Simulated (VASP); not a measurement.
Input for VASP

### INCAR
```
PARAM2 = 0.7114
LREAL = .FALSE.   # projection in real space or not
ZAB_VDW = -1.8867
ISIF = 2   # forces and stress, cell fixed
PREC = Accurate
AGGAC = 0.0
SYSTEM = MgSe
LUSE_VDW = .TRUE.
GGA = MK
ENCUT = 520
LCHARG = .FALSE.
LWAVE = .FALSE.
LASPH = .TRUE.
SIGMA = 0.05   # width (eV)
ALGO = Normal   # blocked Davidson
EDIFF = 1E-7
NELM = 100   # most electronic steps
PARAM1 = 0.1234568
LMAXMIX = 4   # l cut-off of mixed one-centre charges
ISMEAR = 0   # Gaussian
```

### POSCAR
```
MgSe
3.9481370
  0.0000000000   0.7071068200   0.7071068200
  0.7071068200   0.0000000000   0.7071068200
  0.7071068200   0.7071068200   0.0000000000
Mg Se
1 1
Cartesian
  0.0000000000   0.0000000000   0.0000000000
  0.7071068200   0.7071068200   0.7071068200
```

### KPOINTS
```
kpoints
0
gamma
  8 8 8
0 0 0
```

POTCAR, in this order: Mg Se (PBE.64 set). Program: vasp_std.

Question: Write an equivalent input for Quantum ESPRESSO's pw.x.

Answer: One equivalent input (not run):
```
&CONTROL
  calculation = 'scf'
  pseudo_dir = './pseudo'
  outdir = './out'
  tprnfor = .true.
  tstress = .true.
/
&SYSTEM
  ibrav = 0
  nat = 2
  ntyp = 2
  ecutwfc = 86
  occupations = 'smearing'
  smearing = 'gaussian'
  degauss = 0.003675
  input_dft = 'vdw-df2-b86r'
/
&ELECTRONS
  conv_thr = 7.3e-09
  electron_maxstep = 100
/
ATOMIC_SPECIES
  Mg 24.305 Mg.upf
  Se 78.971 Se.upf
CELL_PARAMETERS angstrom
     0.0000000    2.7917546    2.7917546
     2.7917546    0.0000000    2.7917546
     2.7917546    2.7917546    0.0000000
ATOMIC_POSITIONS crystal
  Mg   0.0000000  0.0000000  0.0000000
  Se   0.5000000  0.5000000  0.5000000
K_POINTS automatic
  8 8 8 0 0 0
```
The two are equivalent in intent, not identical: the potentials are each code's own (VASP's PAW set, PseudoDojo norm-conserving files in pw.x), so ENCUT and ecutwfc are chosen apart and not converted; conv_thr bounds pw.x's estimated SCF error, while EDIFF bounds the energy change between steps.

The compound is MgSe in the rock salt structure. This cell is one point of a volume scan, at 1.06 of the reference volume.
